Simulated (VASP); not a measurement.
Method: rev-vdW-DF2, VASP's PBE PAW potentials (set 64) (plane waves; VASP).

VASP input:

### INCAR
```
! general
SYSTEM   = AgCl
PREC     = Accurate
ENCUT    = 520
LREAL    = F   ! projection in real space or not
LASPH    = T   ! aspherical one-centre terms

! electronic loop
EDIFF    = 1E-7   ! SCF stop (eV)
NELM     = 100   ! most electronic steps
ALGO     = Normal   ! blocked Davidson
LMAXMIX  = 4

! smearing
ISMEAR   = -5   ! tetrahedra, Bloechl

! functional
GGA      = MK
LUSE_VDW = T
AGGAC    = 0.0
PARAM1   = 0.1234568
PARAM2   = 0.7114
ZAB_VDW  = -1.8867

! ions
ISIF     = 2   ! forces and stress, cell fixed

! output
LWAVE    = F
LCHARG   = T
LORBIT   = 11
NEDOS    = 601   ! DOS grid
```

**KPOINTS**
```
kpoints
0
Gamma
9 9 9
0 0 0
```

### POSCAR
```
AgCl
1
    0.0000000000     2.7618320175     2.7618320175
    2.7618320175     0.0000000000     2.7618320175
    2.7618320175     2.7618320175     0.0000000000
Ag Cl
1 1
Direct
  0.0000000000   0.0000000000   1.0000000000
  0.5000000000   0.5000000000   0.5000000000
```

POTCAR, in this order: Ag Cl (PBE.64 set). Program: vasp_std.

What VASP printed:

OSZICAR:
```
       N       E                     dE             d eps       ncg     rms          rms(c)
DAV:   1     0.108884656933E+03    0.10888E+03   -0.88825E+03   934   0.125E+03
DAV:   2     0.305097224923E+01   -0.10583E+03   -0.99647E+02  1070   0.257E+02
DAV:   3    -0.141920332463E+01   -0.44702E+01   -0.44528E+01  1070   0.557E+01
DAV:   4    -0.145894867303E+01   -0.39745E-01   -0.39740E-01  1060   0.570E+00
DAV:   5    -0.145947412308E+01   -0.52545E-03   -0.52545E-03  1045   0.687E-01    0.644E+00
DAV:   6    -0.128316048987E+01    0.17631E+00   -0.35600E-01  1007   0.839E+00    0.422E+00
DAV:   7    -0.128054420611E+01    0.26163E-02   -0.97202E-02   935   0.250E+00    0.205E+00
DAV:   8    -0.127940755302E+01    0.11367E-02   -0.52956E-03   985   0.919E-01    0.274E-01
DAV:   9    -0.127938596439E+01    0.21589E-04   -0.61566E-04  1035   0.381E-01    0.342E-02
DAV:  10    -0.127942386827E+01   -0.37904E-04   -0.75113E-05   975   0.906E-02    0.248E-02
DAV:  11    -0.127942645293E+01   -0.25847E-05   -0.24950E-06   985   0.178E-02    0.282E-03
DAV:  12    -0.127942648944E+01   -0.36518E-07   -0.20599E-07   902   0.703E-03
   1 F= -.12794265E+01 E0= -.12794265E+01  d E =0.000000E+00
```

File OUTCAR:
```
------------------------ aborting loop because EDIFF is reached ----------------------------------------
  FORCE on cell =-STRESS in cart. coord.  units (eV):
  Direction    XX          YY          ZZ          XY          YZ          ZX
  --------------------------------------------------------------------------------------
  Total       -0.0122161     -0.0122161     -0.0122161      0.0000000     -0.0000000     -0.0000000
  in kB       -0.4645391     -0.4645391     -0.4645391      0.0000000     -0.0000000     -0.0000000
  external PRESSURE =      -0.4645391 kB  Pullay stress =       0.0000000 kB
  volume of cell :       42.13
      direct lattice vectors                 reciprocal lattice vectors
     0.000000000  2.761832018  2.761832018    -0.181039251  0.181039251  0.181039251
     2.761832018  0.000000000  2.761832018     0.181039251 -0.181039251  0.181039251
     2.761832018  2.761832018  0.000000000     0.181039251  0.181039251 -0.181039251
  FREE ENERGIE OF THE ION-ELECTRON SYSTEM (eV)
  ---------------------------------------------------
  free  energy   TOTEN  =        -1.2794264894 eV

  energy  without entropy=       -1.2794264894  energy(sigma->0) =       -1.27942649

 total charge

# of ion       s       p       d       tot
------------------------------------------
    1        0.204   0.145   9.368   9.717
    2        1.610   3.462   0.000   5.072
--------------------------------------------------
tot          1.814   3.607   9.368  14.789
```
(Selected blocks of OUTCAR.)

The compound is AgCl in the rock salt structure. It was relaxed first.
